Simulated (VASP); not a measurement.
Data:

```
LiF
1.0
    0.00000     2.15414     2.15414
    2.15414     0.00000     2.15414
    2.15414     2.15414     0.00000
Li F
1 1
Direct
  0.00000   0.00000   0.00000
  0.25000   0.25000   0.25000
```

Calculation: PBEsol GGA, VASP's PBE PAW potentials (set 64) (plane waves; VASP). Settings: 520 eV cut-off, Gaussian smearing of 0.050 eV, potentials Li_sv F.

Question: Give the energies of bands 3 to 6 at the high-symmetry points, in eV from the valence-band maximum.

Answer: 
| band | Γ | X | U | L | W |
|---|---|---|---|---|---|
| 3 | 0.00 | -1.41 | -1.54 | -2.00 | -1.46 |
| 4 | 0.00 | -0.80 | -0.94 | -0.26 | -0.97 |
| 5 | 0.00 | -0.80 | -0.62 | -0.26 | -0.77 |
| 6 | 7.67 | 10.35 | 11.54 | 11.71 | 11.85 |

The gap is direct, 7.67 eV, from the valence maximum at Γ to the conduction minimum at Γ.

The structure was generated: LiF was put into the zinc blende type (F-43m), which need not be its known phase. It was relaxed first.
